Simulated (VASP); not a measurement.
Here is the system:

```yaml
crystal:
  lattice:
    - [3.05156, 0.00000, 0.00000]
    - [0.00000, 3.05156, 0.00000]
    - [0.00000, 0.00000, 7.72074]
  atoms:
    - { symbol: Ta, position: [0.00000, 0.50000, 0.66375] }
    - { symbol: Ta, position: [0.50000, 0.00000, 0.33625] }
    - { symbol: Mo, position: [0.50000, 0.00000, 0.90319] }
    - { symbol: Mo, position: [0.00000, 0.50000, 0.09681] }
    - { symbol: N, position: [0.00000, 0.50000, 0.37492] }
    - { symbol: N, position: [0.50000, 0.00000, 0.62508] }
```

Level of theory: LDA (Ceperley-Alder, Perdew-Zunger), VASP's LDA PAW potentials (set 64) (plane waves; VASP). Run with 520 eV cut-off, Gaussian smearing of 0.050 eV, potentials Ta_pv Mo_sv N.

Unless said otherwise, spin-orbit coupling is left out, though it shifts the bands of the heavy elements here.

Problem. What does the run give for the band gap (along the path) with the smallest direct gap where there is one?

Solution. 
```
Item                                                          Value
-------------------------  ----------------------------------------
band gap (along the path)  none (metal, semimetal or under 0.01 eV)
```

The structure comes from a computed database's TaMoN entry (P4/nmm); how it stands against other phases isn't given here. It was relaxed first.
